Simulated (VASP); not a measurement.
Level of theory: revTPSS meta-GGA, VASP's PBE PAW potentials (set 64) (plane waves; VASP).

Input for VASP

KPOINTS:
```
kpoints
0
G
11 11 8
0 0 0
```

**KPOINTS_OPT**
```
k-points along high-symmetry lines
5
Line-mode
Reciprocal
  0.000000   0.000000   0.000000 ! GAMMA
 -0.500000   0.500000   0.000000 ! Y

 -0.500000   0.500000   0.000000 ! Y
 -0.274939   0.725061   0.000000 ! C_0

  0.274939   0.274939   0.000000 ! SIGMA_0
  0.000000   0.000000   0.000000 ! GAMMA

  0.000000   0.000000   0.000000 ! GAMMA
  0.000000   0.000000   0.500000 ! Z

  0.000000   0.000000   0.500000 ! Z
  0.274939   0.274939   0.500000 ! A_0

 -0.274939   0.725061   0.500000 ! E_0
 -0.500000   0.500000   0.500000 ! T

 -0.500000   0.500000   0.500000 ! T
 -0.500000   0.500000   0.000000 ! Y

  0.000000   0.000000   0.000000 ! GAMMA
  0.000000   0.500000   0.000000 ! S

  0.000000   0.500000   0.000000 ! S
  0.000000   0.500000   0.500000 ! R

  0.000000   0.500000   0.500000 ! R
  0.000000   0.000000   0.500000 ! Z

  0.000000   0.000000   0.500000 ! Z
 -0.500000   0.500000   0.500000 ! T
```

**INCAR**
```
ALGO = Normal
EDIFF = 1E-7
ENCUT = 520
ISIF = 2
ISMEAR = -5
LASPH = .TRUE.
LCHARG = .FALSE.
LEFG = .TRUE.
LMIXTAU = .TRUE.
LORBIT = 11
LREAL = .FALSE.
LWAVE = .FALSE.
METAGGA = RTPSS
NEDOS = 601
NELM = 100
PREC = Accurate
SYSTEM = P
```

File POSCAR:
```
P
1
    1.6536726049    -5.2560179780     0.0000000000
    1.6536726049     5.2560179780    -0.0000000000
    0.0000000000     0.0000000000     4.3309298547
P
4
Direct
  0.1019370506   0.8980629494   0.9219597339
  0.3980629494   0.6019370506   0.4219597339
  0.6019370506   0.3980629494   0.5780402661
  0.8980629494   0.1019370506   0.0780402661
```

POTCAR, in this order: P (PBE.64 set). Program: vasp_std.

Output of the run:

**OUTCAR**
```
 ion  position               nearest neighbor table
   1  0.102  0.898  0.922-   3 2.23   3 2.23   4 2.25
   2  0.398  0.602  0.422-   4 2.23   4 2.23   3 2.25
   3  0.602  0.398  0.578-   1 2.23   1 2.23   2 2.25
   4  0.898  0.102  0.078-   2 2.23   2 2.23   1 2.25
  LATTYP: Found a base centered orthorhombic cell.
 ALAT       =     3.3073452098
 B/A-ratio  =     3.1783909115
 C/A-ratio  =     1.3094882995
 Subroutine PRICEL returns:
 Original cell was already a primitive cell.
 Subroutine GETGRP returns: Found  8 space group operations
The static configuration has the point symmetry C_2h.
 The point group associated with its full space group is D_2h.
The dynamic configuration has the point symmetry C_2h.
 Subroutine INISYM returns: Found  8 space group operations
 Subroutine IBZKPT returns following result:
 Found    180 irreducible k-points:

 Following reciprocal coordinates:
            Coordinates               Weight
  0.000000  0.000000  0.000000      1.000000
  0.090909  0.000000  0.000000      4.000000
  0.181818  0.000000  0.000000      4.000000
  0.272727  0.000000  0.000000      4.000000
  0.363636  0.000000  0.000000      4.000000
  0.454545  0.000000  0.000000      4.000000
  0.090909  0.090909  0.000000      2.000000
  0.181818  0.090909  0.000000      4.000000
  0.272727  0.090909  0.000000      4.000000
  0.363636  0.090909  0.000000      4.000000
  0.454545  0.090909  0.000000      4.000000
 -0.454545  0.090909  0.000000      4.000000
 -0.363636  0.090909  0.000000      4.000000
 -0.272727  0.090909  0.000000      4.000000
 -0.181818  0.090909  0.000000      4.000000
 -0.090909  0.090909  0.000000      2.000000
  0.181818  0.181818  0.000000      2.000000
  0.272727  0.181818  0.000000      4.000000
  0.363636  0.181818  0.000000      4.000000
  0.454545  0.181818  0.000000      4.000000
 -0.454545  0.181818  0.000000      4.000000
 -0.363636  0.181818  0.000000      4.000000
 -0.272727  0.181818  0.000000      4.000000
 -0.181818  0.181818  0.000000      2.000000
  0.272727  0.272727  0.000000      2.000000
  0.363636  0.272727  0.000000      4.000000
  0.454545  0.272727  0.000000      4.000000
 -0.454545  0.272727  0.000000      4.000000
 -0.363636  0.272727  0.000000      4.000000
 -0.272727  0.272727  0.000000      2.000000
  0.363636  0.363636  0.000000      2.000000
  0.454545  0.363636  0.000000      4.000000
 -0.454545  0.363636  0.000000      4.000000
 -0.363636  0.363636  0.000000      2.000000
  0.454545  0.454545  0.000000      2.000000
 -0.454545  0.454545  0.000000      2.000000
  0.000000  0.000000  0.125000      2.000000
  0.090909  0.000000  0.125000      8.000000
  0.181818  0.000000  0.125000      8.000000
  0.272727  0.000000  0.125000      8.000000
   k-points           NKPTS =    180   k-points in BZ     NKDIM =    180   number of bands    NBANDS=     14
   number of dos      NEDOS =    601   number of ions     NIONS =      4
   total plane-waves  NPLWV =  56448
   dimension x,y,z NGX =    42 NGY =   42 NGZ =   32
   dimension x,y,z NGXF=    84 NGYF=   84 NGZF=   64
   ions per type =               4
   PREC   = accura    normal or accurate (medium, high low for compatibility)
   ISTART =      0    job   : 0-new  1-cont  2-samecut
   ICHARG =      2    charge: 1-file 2-atom 10-const
   ISPIN  =      1    spin polarized calculation?
   LNONCOLLINEAR =      F non collinear calculations
   LSORBIT =      F    spin-orbit coupling
   INIWAV =      1    electr: 0-lowe 1-rand  2-diag
   ENCUT  =  520.0 eV  38.22 Ry    6.18 a.u.  10.24 10.24  8.05*2*pi/ulx,y,z
...
```

**OSZICAR**
```
       N       E                     dE             d eps       ncg     rms          rms(c)
DAV:   1     0.874142956676E+02    0.87414E+02   -0.94129E+03  7306   0.162E+03
DAV:   2    -0.165730204925E+02   -0.10399E+03   -0.10117E+03  8346   0.339E+02
DAV:   3    -0.271615292837E+02   -0.10589E+02   -0.10355E+02  8864   0.115E+02
DAV:   4    -0.277465034546E+02   -0.58497E+00   -0.58119E+00  8700   0.310E+01
DAV:   5    -0.277837787001E+02   -0.37275E-01   -0.37316E-01  8842   0.686E+00    0.128E+01
DAV:   6    -0.247479994999E+02    0.30358E+01   -0.28474E+01  5832   0.619E+01    0.749E+00
DAV:   7    -0.262256481298E+02   -0.14776E+01   -0.19417E+00  6570   0.150E+01    0.335E+00
DAV:   8    -0.259596296070E+02    0.26602E+00   -0.54846E-01  5688   0.967E+00    0.934E-01
DAV:   9    -0.263111797656E+02   -0.35155E+00   -0.35014E-01  5250   0.821E+00    0.444E-01
DAV:  10    -0.263126730270E+02   -0.14933E-02   -0.32107E-03  7186   0.466E-01    0.377E-01
DAV:  11    -0.263089830906E+02    0.36899E-02   -0.27669E-03  5838   0.544E-01    0.130E-01
DAV:  12    -0.263124724135E+02   -0.34893E-02   -0.34972E-03  5778   0.682E-01    0.534E-02
DAV:  13    -0.263123599660E+02    0.11245E-03   -0.71922E-04  5568   0.352E-01    0.365E-02
DAV:  14    -0.263126631529E+02   -0.30319E-03   -0.38747E-05  6696   0.800E-02    0.237E-02
DAV:  15    -0.263127905642E+02   -0.12741E-03   -0.58533E-05  5448   0.874E-02    0.497E-03
DAV:  16    -0.263127960450E+02   -0.54808E-05   -0.63265E-06  5808   0.290E-02    0.338E-03
DAV:  17    -0.263127972168E+02   -0.11717E-05   -0.62823E-07  6492   0.964E-03    0.251E-03
DAV:  18    -0.263127978221E+02   -0.60538E-06   -0.40261E-07  5556   0.909E-03    0.142E-03
DAV:  19    -0.263127979419E+02   -0.11973E-06   -0.12204E-07  3426   0.498E-03    0.107E-03
DAV:  20    -0.263127979156E+02    0.26318E-07   -0.31359E-08  3084   0.255E-03
   1 F= -.26312798E+02 E0= -.26312798E+02  d E =0.000000E+00
       N       E                     dE             ncg
```

OUTCAR:
```
------------------------ aborting loop because EDIFF is reached ----------------------------------------
  FORCE on cell =-STRESS in cart. coord.  units (eV):
  Direction    XX          YY          ZZ          XY          YZ          ZX
  --------------------------------------------------------------------------------------
  Total        0.0209575      0.0415120      0.0493750      0.0000000     -0.0000000      0.0000000
  in kB        0.4459985      0.8834193      1.0507523      0.0000000     -0.0000000      0.0000000
  external PRESSURE =       0.7933901 kB  Pullay stress =       0.0000000 kB
  volume of cell :       75.29
      direct lattice vectors                 reciprocal lattice vectors
     1.653672605 -5.256017978  0.000000000     0.302357310 -0.095129051  0.000000000
     1.653672605  5.256017978  0.000000000     0.302357310  0.095129051  0.000000000
     0.000000000  0.000000000  4.330929855     0.000000000  0.000000000  0.230897298
 POSITION                                       TOTAL-FORCE (eV/Angst)
 -----------------------------------------------------------------------------------
      1.65367      4.18445      3.99294         0.000000      0.006602     -0.008896
      1.65367      1.07157      1.82748         0.000000     -0.006602     -0.008896
      1.65367     -1.07157      2.50345         0.000000      0.006602      0.008896
      1.65367     -4.18445      0.33799         0.000000     -0.006602      0.008896
 -----------------------------------------------------------------------------------
    total drift:                               -0.000000     -0.000000      0.000000
  FREE ENERGIE OF THE ION-ELECTRON SYSTEM (eV)
  ---------------------------------------------------
  free  energy   TOTEN  =       -26.3127979156 eV

  energy  without entropy=      -26.3127979156  energy(sigma->0) =      -26.31279792

 total charge

# of ion       s       p       d       tot
------------------------------------------
    1        1.084   1.383   0.000   2.466
    2        1.084   1.383   0.000   2.466
    3        1.084   1.383   0.000   2.466
    4        1.084   1.383   0.000   2.466
--------------------------------------------------
tot          4.336   5.530   0.000   9.866

 Electric field gradients after diagonalization (V/A^2)
 (convention: |V_zz| > |V_xx| > |V_yy|)
----------------------------------------------------------------------
 ion       V_xx      V_yy      V_zz     asymmetry (V_yy - V_xx)/ V_zz
----------------------------------------------------------------------
   1      39.133    34.150   -73.283       0.068
   2      39.133    34.150   -73.283       0.068
   3      39.133    34.150   -73.283       0.068
   4      39.133    34.150   -73.283       0.068
```
(Selected blocks of OUTCAR.)

The path is coarsely sampled, so an indirect gap can come out somewhat too large. Without a dispersion term in the relaxation, distances and binding between the weakly bound layers, chains or molecules are unreliable, and so is what depends on them.

The compound is P in the black structure. It was relaxed first.
